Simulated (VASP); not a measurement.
Mg₂TeS (space group R3m): the band gap from VASP (plane waves, PAW) at several levels of theory. Gaps are without spin-orbit coupling. Each level names its cell: its own relaxed one, PBE's, or the starting one. A gap is the smallest over the k-mesh and a band path; hybrids may have named points in place of the path, and GW has the mesh alone.

```
level              band gap (eV)
-----------------  -------------
LDA (own cell)              1.39
PBEsol (own cell)           1.39
```

The cell of the LDA (own cell) run:

```cif
data_Mg2STe
_chemical_formula_sum 'Mg2 Te1 S1'
_space_group_name_H-M_alt 'P 1'
_space_group_IT_number 1
_cell_length_a 7.34515
_cell_length_b 7.34515
_cell_length_c 7.34515
_cell_angle_alpha 33.306
_cell_angle_beta 33.306
_cell_angle_gamma 33.306
loop_
_space_group_symop_operation_xyz
  'x, y, z'
loop_
_atom_site_label
_atom_site_type_symbol
_atom_site_fract_x
_atom_site_fract_y
_atom_site_fract_z
_atom_site_occupancy
Mg1 Mg 0.99040 0.99040 0.99040 1
Mg2 Mg 0.51044 0.51044 0.51044 1
Te1 Te 0.12245 0.12245 0.12245 1
S1 S 0.62668 0.62668 0.62668 1
```

Only levels that ran to the end are used. Left out are those held back, those with too coarse a band path, GW runs whose mesh misses a band edge, hybrids' fits of cells that aren't cubic and levels without matching references; a question may draw on a part of the rest.

The structure comes from a computed database's Mg2TeS entry (R3m); how it stands against other phases isn't given here.
